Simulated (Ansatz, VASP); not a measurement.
# Cross-check of Al40Cu31 (liquid Al56Cu44 at 1700 K) between VASP and Ansatz, part 2 of 2

Aim: how closely do two programs agree when they are given the same cell, functional and k mesh? The cell is taken from a series of runs on this material, whose earlier steps may have relaxed, scaled, displaced or heated it; both programs get it as it stands.

VASP 6.6.1 and Ansatz 0.2.0.

So far. Step 2 (Ansatz: single point, PBE): The run ends at a pressure of -1.93 GPa, with forces up to 3.5 eV/Å.

## (3) VASP: single point, PBE

Level of this step: PBE; plane waves and PAW (Al, Cu) (VASP).

The same cell, functional, mesh and smearing now go to VASP, with its own data sets.

Lines of VASP's logs that name or quote its potential files are left out, and so is its time.

Contents of INCAR:

```
SYSTEM = Al40Cu31
PREC = Accurate
ENCUT = 600
EDIFF = 1E-06
NELM = 120
ISMEAR = -1
SIGMA = 0.05
LREAL = Auto
ALGO = Normal
GGA = PE
NBANDS = 280
LASPH = .TRUE.
LORBIT = 11
LWAVE = .FALSE.
LCHARG = .FALSE.
ISIF = 2
GGA_COMPAT = .FALSE.
NCORE = 2
```

Contents of POSCAR:

```
Al40Cu31
1.0
   10.6834400000      0.0000000000      0.0000000000
    0.0000000000     10.6834400000      0.0000000000
    0.0000000000      0.0000000000     10.6834400000
Al Cu
40 31
Direct
    0.7772400000      0.1260700000      0.4054800000
    0.9826900000      0.2285400000      0.5738400000
    0.5994500000      0.7737900000      0.9960100000
    0.4205200000      0.3103400000      0.6264800000
    0.3663900000      0.5464200000      0.5284200000
    0.4796100000      0.2242700000      0.4073300000
    0.6029400000      0.6907900000      0.6020400000
    0.8509100000      0.8337200000      0.3257200000
    0.2854200000      0.4176400000      0.8432900000
    0.2118200000      0.2184600000      0.6880600000
    0.6699800000      0.0252800000      0.8868600000
    0.7917100000      0.8512000000      0.5407200000
    0.3128200000      0.7846200000      0.2504100000
    0.4507400000      0.3500600000      0.1993800000
    0.8111300000      0.4486200000      0.6541000000
    0.6011400000      0.1306900000      0.2628500000
    0.7213700000      0.3408000000      0.8547200000
    0.5832000000      0.8961000000      0.1868000000
    0.1458800000      0.3662500000      0.4289400000
    0.0307700000      0.7114600000      0.1954800000
    0.8825400000      0.0707700000      0.7585500000
    0.6726900000      0.6545100000      0.2122800000
    0.1309600000      0.6932300000      0.4275400000
    0.5737200000      0.5069200000      0.7174700000
    0.9315900000      0.9180800000      0.0152200000
    0.2490600000      0.9672000000      0.7238800000
    0.9186500000      0.6662200000      0.5870400000
    0.1908800000      0.1594200000      0.3976500000
    0.8583400000      0.5523400000      0.0735300000
    0.8471900000      0.3108800000      0.1290300000
    0.3780100000      0.6500000000      0.0797400000
    0.2374600000      0.0692000000      0.9182600000
    0.4845800000      0.1725500000      0.8324700000
    0.2185800000      0.7014100000      0.7039100000
    0.0207500000      0.1508800000      0.2373200000
    0.1739100000      0.7555100000      0.0365000000
    0.2843300000      0.5194400000      0.2845100000
    0.4405400000      0.0175100000      0.0512400000
    0.5774300000      0.8876500000      0.7183800000
    0.0452400000      0.4538400000      0.8769600000
    0.2871300000      0.8129100000      0.4865500000
    0.7675500000      0.6052500000      0.8624500000
    0.1614200000      0.9586200000      0.1170300000
    0.4135800000      0.6720800000      0.8177400000
    0.2108100000      0.4967100000      0.0359200000
    0.3529000000      0.9970300000      0.3243200000
    0.1486800000      0.3693100000      0.1918600000
    0.0376300000      0.9558300000      0.5253000000
    0.1026100000      0.4436300000      0.6452700000
    0.8005800000      0.0780100000      0.1783200000
    0.9036200000      0.5424900000      0.3139900000
    0.0166300000      0.8841100000      0.7902900000
    0.3709400000      0.8423700000      0.9309500000
    0.4818200000      0.6879800000      0.3857200000
    0.5690700000      0.4389600000      0.4108800000
    0.3721700000      0.2584000000      0.0307400000
    0.9114800000      0.1513300000      0.9739100000
    0.4892400000      0.4299400000      0.9321700000
    0.3850800000      0.0172600000      0.5400600000
    0.6231800000      0.2873200000      0.6203400000
    0.9908700000      0.6757600000      0.9232600000
    0.7971400000      0.8207600000      0.8375500000
    0.5643600000      0.8721400000      0.4263900000
    0.6812400000      0.4153200000      0.1922000000
    0.6227900000      0.0623900000      0.5536400000
    0.0901100000      0.9652700000      0.3322900000
    0.7489000000      0.6064100000      0.4559800000
    0.2807200000      0.1592000000      0.1981800000
    0.8845600000      0.3311000000      0.3506100000
    0.6074600000      0.2003600000      0.0181500000
    0.1381600000      0.2513500000      0.9927900000
```

Contents of KPOINTS:

```
Automatic mesh
0
Gamma
1 1 1
0 0 0
```

PAW data sets: Al and Cu (PBE family, release 64).

On the command line:

```
$ mpirun -np 8 vasp_gam
```

Numbers of over 12 decimals in the logs are rounded to 6 here.

The log of the run:

```text
[banner, memory and clock lines left out]
running    8 mpi-ranks, on    1 nodes
[...]
LDA part: xc-table for (Slater+PW92), standard interpolation
 POSCAR, INCAR and KPOINTS ok, starting setup
[...]
entering main loop
       N       E                     dE             d eps       ncg     rms          rms(c)
DAV:   1     0.522063901943E+04    0.52206E+04   -0.21742E+05   560   0.246E+03
DAV:   2     0.905195522378E+03   -0.43154E+04   -0.41788E+04   560   0.586E+02
DAV:   3    -0.120867771759E+03   -0.10261E+04   -0.93602E+03   592   0.272E+02
DAV:   4    -0.284282127033E+03   -0.16341E+03   -0.14160E+03   864   0.117E+02
[...]
DAV:  19    -0.252049541369E+03   -0.39327E-06   -0.93054E-05   680   0.114E-01    0.155E-02
DAV:  20    -0.252049539845E+03    0.15236E-05   -0.23846E-05   656   0.529E-02    0.576E-03
DAV:  21    -0.252049539757E+03    0.88010E-07   -0.55598E-06   504   0.293E-02
   1 F= -.25204954E+03 E0= -.25191205E+03  d E =-.274977E+00
```

Parts of OUTCAR (step 3):

```text
  Total      -24.5766236    -11.7393934     -3.5430234     -0.0705059     10.3397600    -11.6679405
  in kB      -32.2923355    -15.4249190     -4.6553384     -0.0926409     13.5858775    -15.3310339
  external PRESSURE =     -17.4575309 kB  Pullay stress =       0.0000000 kB

 POSITION                                       TOTAL-FORCE (eV/Angst)
 -----------------------------------------------------------------------------------
      8.30360      1.34686      4.33192         1.819943     -0.002322      1.211982
     10.49851      2.44159      6.13059        -0.592469      0.085654      0.032766
      6.40419      8.26674     10.64081         0.519222     -0.823277     -2.105880
      4.49260      3.31550      6.69296        -1.097872      0.686350     -0.005874
      3.91431      5.83765      5.64534        -0.478278      0.207689      0.678774
      5.12388      2.39598      4.35169        -1.852804      0.079134      2.477607
      6.44147      7.38001      6.43186        -0.260455      0.656104     -1.181582
      9.09065      8.90700      3.47981         0.536281      0.326069     -1.873147
      3.04927      4.46183      9.00924         0.163155     -0.089130     -1.106496
      2.26297      2.33390      7.35085        -0.916145     -0.231990      0.249358
      7.15769      0.27008      9.47472         1.203272      0.040707      0.880900
      8.45819      9.09374      5.77675        -0.922945      1.854886      1.743154
      3.34199      8.38244      2.67524        -0.738215      1.144246      1.080410
      4.81545      3.73985      2.13006         0.946366      0.886743      0.440809
[...]
-----------------------------------------------------------------------------------
    total drift:                                0.009464      0.008210      0.013550

  FREE ENERGIE OF THE ION-ELECTRON SYSTEM (eV)
  ---------------------------------------------------
  free  energy   TOTEN  =      -252.0495397573 eV

  energy  without entropy=     -251.7745629010  energy(sigma->0) =     -251.91205133

[... 3 further parts left out ...]
[key lines of the parts left out:]
E-fermi :   5.5852
```

This run has no spin polarisation. Its electron count is odd, so without a moment it is a metal by construction.

## (4) Comparison

Known differences besides the potentials themselves: the data sets hold 709 valence electrons in Ansatz (on its default PAW (the set named soft_2) files) and 461 in VASP; the cutoff is 420 eV in Ansatz and 600 eV in VASP (PREC = Accurate, projectors in real space). Total energies have different zeros and are not compared.

The two programs side by side:

```
      quantity  Ansatz   VASP  difference
pressure (GPa)   -1.93  -1.75       -0.18
```

Forces on 9 of the 71 atoms, those with the largest forces and the largest differences (eV/Å; atoms numbered as in POSCAR):

```
atom          Ansatz x, y, z            VASP x, y, z
 Al6    -1.843, 0.082, 2.486    -1.853, 0.079, 2.478
 Al9   0.170, -0.085, -1.083   0.163, -0.089, -1.106
Al12    -0.931, 1.861, 1.741    -0.923, 1.855, 1.743
Al16   0.101, -1.033, -3.158   0.089, -1.034, -3.146
Al19    -0.843, 2.956, 0.410    -0.834, 2.948, 0.412
Al23   -1.784, -0.985, 0.014  -1.791, -1.002, -0.001
Al26  -0.033, -1.582, -2.220  -0.033, -1.573, -2.207
Al28    1.485, -2.768, 1.552    1.477, -2.748, 1.561
Al36    0.575, 0.118, -2.804    0.580, 0.110, -2.789
```

The forces differ by 8.2 meV/Å r.m.s., which is 0.9 % of the r.m.s. force of 0.962 eV/Å (both taken over all components).

## (5) Outcome

```json
{
 "r.m.s. force difference (single point, PBE)": "0.85 % of the r.m.s. force"
}
```

In words: The r.m.s. force difference is 0.85 % of the r.m.s. force (single point, PBE), within the 3 % picked in this series as the mark of a large difference. The data sets hold unlike numbers of valence electrons (709 in Ansatz and 461 in VASP), so part of the differences comes from the potentials. How closely two codes agree says nothing of how well the functional describes the real material.

[Lines on the potential files, build, host, timing and source positions are cut from VASP's logs without a mark.]

[Logs are printed without paths, hosts, clocks, repeated set-up lines and the standing remarks that a program may print on its own settings, such as how far it seeks lower states.]

[Hosts, paths, dates, database ids (printed as entryN), source tags and the programs' standing remarks are cut or masked in the printed files.]
